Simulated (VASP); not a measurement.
ZrB3:

```
Zr B
1.0
     3.25395    0.00000    0.00000
     0.00000    3.25395    0.00000
     0.00000    0.00000    3.22050
Zr B
1 3
Cartesian
  0.0000 0.0000 0.0000
  0.0000 1.6270 1.6103
  1.6270 0.0000 1.6103
  1.6270 1.6270 0.0000
```

The cell was built by a generator and needn't be a form met in nature.

- Program: VASP 6.6.1
- Task: relaxation of cell and atoms
- Functional: PBE
- Potentials or basis: VASP PAW PBE potentials, release 64 (Zr_sv, B)
- Cutoff: 600 eV
- k mesh: 6 × 6 × 6
- Occupations: gaussian, width 0.1 eV
- Spin: no spin polarisation

At the start: pressure 43.8 GPa; volume 8.52 Å³/atom.

Q: Where does the relaxation end?

A: Over 5 steps the energy falls by 183.8 meV/atom and the volume is 10.07 Å³/atom (+18.2 %); space group Pm-3m (No. 221, to 0.05 Å).

Step by step:
```tsv
step	energy change (eV)	largest force (eV/Å)	pressure (GPa)	volume (Å³)
1	0.0000	0.0000	43.79	34.10
2	-0.2526	0.0000	-20.48	46.94
3	-0.7344	0.0000	-0.57	40.42
4	-0.7347	0.0000	0.02	40.29
5	-0.7352	0.0000	0.02	40.29
```

Final structure:
```
Zr B
1.0
     3.43355    0.00000    0.00000
     0.00000    3.43355    0.00000
     0.00000    0.00000    3.41755
Zr B
1 3
Direct
  0.00000 0.00000 0.00000
  0.00000 0.50000 0.50000
  0.50000 0.00000 0.50000
  0.50000 0.50000 0.00000
```

Caveat: the volume moved by over 15 % at a fixed basis, so the end points are rough.
